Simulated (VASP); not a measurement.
Level of theory: AM05 GGA, VASP's PBE PAW potentials (set 64) (plane waves; VASP).

The input files of a VASP run:

### POSCAR
```
HfB2
1
    1.5618692378    -2.7052371032     0.0000000000
    1.5618692378     2.7052371032     0.0000000000
    0.0000000000     0.0000000000     3.4438103672
Hf B
1 2
Direct
  0.0000000000   0.0000000000   1.0000000000
  0.3333330000   0.6666670000   0.5000000000
  0.6666670000   0.3333330000   0.5000000000
```

### KPOINTS
```
Automatic mesh
0
Gamma
11 11 9
0 0 0
```

INCAR:
```
# general
SYSTEM   =  HfB2
PREC     =  Accurate
ENCUT    =  520
LREAL    =  F   # projection in real space or not
LASPH    =  T

# electronic loop
EDIFF    =  1E-7
NELM     =  100
ALGO     =  Normal
LMAXMIX  =  6   # l cut-off of mixed one-centre charges

# smearing
ISMEAR   =  1   # Methfessel-Paxton
SIGMA    =  0.1   # width (eV)

# functional
GGA      =  AM

# ions
IBRION   =  2   # conjugate gradients
NSW      =  30   # most ionic steps
ISIF     =  4   # ions and shape, fixed volume
EDIFFG   =  -0.01   # ionic stop

# output
LWAVE    =  F
LCHARG   =  F
```

POTCAR, in this order: Hf_pv B (PBE.64 set). Program: vasp_std.

Output of the run:

File OUTCAR:
```
 ion  position               nearest neighbor table
   1  0.000  0.000  0.000-   2 2.49   3 2.49   2 2.49   3 2.49   3 2.49   3 2.49   2 2.49   2 2.49
                             3 2.49   3 2.49   2 2.49   2 2.49
   2  0.333  0.667  0.500-   3 1.80   3 1.80   3 1.80   1 2.49   1 2.49   1 2.49   1 2.49   1 2.49
                             1 2.49
   3  0.667  0.333  0.500-   2 1.80   2 1.80   2 1.80   1 2.49   1 2.49   1 2.49   1 2.49   1 2.49
                             1 2.49
  LATTYP: Found a hexagonal cell.
 ALAT       =     3.1237386735
 C/A-ratio  =     1.1024642991
 Subroutine PRICEL returns:
 Original cell was already a primitive cell.
 Subroutine GETGRP returns: Found 24 space group operations
The static configuration has the point symmetry D_6h.
The dynamic configuration has the point symmetry D_6h.
 Subroutine INISYM returns: Found 24 space group operations
 Subroutine IBZKPT returns following result:
 Found     80 irreducible k-points:

 Following reciprocal coordinates:
            Coordinates               Weight
  0.000000  0.000000  0.000000      1.000000
  0.090909 -0.000000  0.000000      6.000000
  0.181818  0.000000  0.000000      6.000000
  0.272727  0.000000  0.000000      6.000000
  0.363636 -0.000000  0.000000      6.000000
  0.454545 -0.000000  0.000000      6.000000
  0.090909  0.090909  0.000000      6.000000
  0.181818  0.090909  0.000000     12.000000
  0.272727  0.090909  0.000000     12.000000
  0.363636  0.090909  0.000000     12.000000
  0.454545  0.090909  0.000000      6.000000
  0.181818  0.181818  0.000000      6.000000
  0.272727  0.181818  0.000000     12.000000
  0.363636  0.181818  0.000000     12.000000
  0.272727  0.272727  0.000000      6.000000
  0.363636  0.272727  0.000000      6.000000
  0.000000  0.000000  0.111111      2.000000
  0.090909 -0.000000  0.111111     12.000000
  0.181818  0.000000  0.111111     12.000000
...
```

### OSZICAR
```
       N       E                     dE             d eps       ncg     rms          rms(c)
DAV:   1     0.278677887977E+02    0.27868E+02   -0.84877E+03  1928   0.127E+03
DAV:   2    -0.279352302589E+02   -0.55803E+02   -0.52267E+02  2352   0.241E+02
DAV:   3    -0.296961692960E+02   -0.17609E+01   -0.17322E+01  2528   0.325E+01
DAV:   4    -0.297100629282E+02   -0.13894E-01   -0.13884E-01  2284   0.307E+00
DAV:   5    -0.297102026348E+02   -0.13971E-03   -0.13969E-03  2516   0.250E-01    0.561E+01
DAV:   6    -0.277054689586E+02    0.20047E+01   -0.44357E+00  2296   0.141E+01    0.402E+01
DAV:   7    -0.276650819362E+02    0.40387E-01   -0.16959E+00  2424   0.902E+00    0.102E+01
DAV:   8    -0.275864863436E+02    0.78596E-01   -0.52375E-01  2304   0.512E+00    0.171E+00
DAV:   9    -0.275821958449E+02    0.42905E-02   -0.34554E-02  2232   0.147E+00    0.263E-01
DAV:  10    -0.275821006049E+02    0.95240E-04   -0.96663E-04  2364   0.271E-01    0.341E-01
DAV:  11    -0.275821028470E+02   -0.22421E-05   -0.10290E-04  2312   0.802E-02    0.189E-01
DAV:  12    -0.275820987469E+02    0.41002E-05   -0.12689E-05  2356   0.298E-02    0.220E-02
DAV:  13    -0.275820989107E+02   -0.16388E-06   -0.45918E-07  2324   0.680E-03    0.357E-03
DAV:  14    -0.275820989144E+02   -0.36923E-08   -0.63193E-09  1320   0.742E-04
   1 F= -.27582099E+02 E0= -.27582075E+02  d E =-.275821E+02
       N       E                     dE             d eps       ncg     rms          rms(c)
DAV:   1    -0.275822034123E+02   -0.10450E-03   -0.52351E-03  2068   0.635E-01    0.883E-02
DAV:   2    -0.275821595653E+02    0.43847E-04   -0.69276E-05  2344   0.747E-02    0.365E-02
DAV:   3    -0.275821410653E+02    0.18500E-04   -0.18632E-05  2348   0.348E-02    0.110E-02
DAV:   4    -0.275821399029E+02    0.11624E-05   -0.23232E-06  2556   0.125E-02    0.712E-03
DAV:   5    -0.275821398789E+02    0.23984E-07   -0.93583E-08  1480   0.251E-03
   2 F= -.27582140E+02 E0= -.27582112E+02  d E =-.409645E-04
```

### OUTCAR
```
------------------------ aborting loop because EDIFF is reached ----------------------------------------
  FORCE on cell =-STRESS in cart. coord.  units (eV):
  Direction    XX          YY          ZZ          XY          YZ          ZX
  --------------------------------------------------------------------------------------
  Total       -0.0450110     -0.0450110     -0.0294966      0.0000000      0.0000000      0.0000000
  in kB       -2.4780480     -2.4780484     -1.6239162      0.0000000      0.0000000      0.0000000
  external PRESSURE =      -2.1933375 kB  Pullay stress =       0.0000000 kB
  volume of cell :       29.10
      direct lattice vectors                 reciprocal lattice vectors
     1.562672023 -2.706627568  0.000000000     0.319964774 -0.184731733 -0.000000000
     1.562672023  2.706627568 -0.000000000     0.319964774  0.184731733 -0.000000000
     0.000000000  0.000000000  3.440272928    -0.000000000  0.000000000  0.290674612
 POSITION                                       TOTAL-FORCE (eV/Angst)
 -----------------------------------------------------------------------------------
      1.56267      2.70663     -0.00000        -0.000000     -0.000000     -0.000000
      1.56267      0.90221      1.72014        -0.000000     -0.000000      0.000000
      1.56267     -0.90221      1.72014         0.000000      0.000000     -0.000000
 -----------------------------------------------------------------------------------
    total drift:                                0.000000      0.000000      0.000000
  FREE ENERGIE OF THE ION-ELECTRON SYSTEM (eV)
  ---------------------------------------------------
  free  energy   TOTEN  =       -27.5821398789 eV

  energy  without entropy=      -27.5820570630  energy(sigma->0) =      -27.58211227

 reached required accuracy - stopping structural energy minimisation
```
(Selected blocks of OUTCAR.)

### CONTCAR
```
HfB2
   1.00000000000000
     1.5626720226945536   -2.7066275675222884    0.0000000000000000
     1.5626720226945536    2.7066275675222884   -0.0000000000000000
     0.0000000000000000    0.0000000000000000    3.4402729278022859
  Hf              B
     1     2
Direct
     0.0000000000000000    1.0000000000000000    0.0000000000000000
     0.3333330000000032    0.6666669999999968    0.5000000000000000
     0.6666669999999968    0.3333330000000032    0.5000000000000000
```

The compound is HfB2 in the AlB2 type structure. This run relaxes it. Symmetry was kept, so distortions that lower it aren't found.
